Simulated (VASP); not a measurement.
```
CELL_PARAMETERS angstrom
      0.00000     2.98851     2.98851
      2.98851     0.00000     2.98851
     11.99505    11.99505    -0.04102
ATOMIC_POSITIONS crystal
  Cd 0.02845 0.02845 0.97866
  Cd 0.97381 0.97381 0.26965
  Cd 0.99115 0.99115 0.50664
  Cd 0.00862 0.00862 0.74353
  Te 0.24298 0.24298 0.06777
  S  0.23428 0.23428 0.32429
  S  0.25169 0.25169 0.56123
  S  0.26901 0.26901 0.79824
```

The numbers are results of PBEsol GGA, VASP's PBE PAW potentials (set 64) (plane waves; VASP 6.6.1), not measurements. Settings: 400 eV cut-off, 10×10×3 Γ-centred mesh, tetrahedra with Blöchl corrections, potentials Cd Te S.

Unless said otherwise, spin-orbit coupling is left out, though it shifts the bands of the heavy elements here.

Problem. Predict the energy per atom (σ→0), band gap (on the k-mesh) with the smallest direct gap where there is one.

Solution. 
```json
{
  "band gap (on the k-mesh)": "none (metal, semimetal or under 0.01 eV)",
  "energy per atom (σ→0)": "-3.205 eV/atom"
}
```

Only differences to runs with the same potentials and settings are physical.

The structure was generated: Cd4S3Te was put into an ordered model structure (R3m), which need not be its known phase. It was relaxed first.
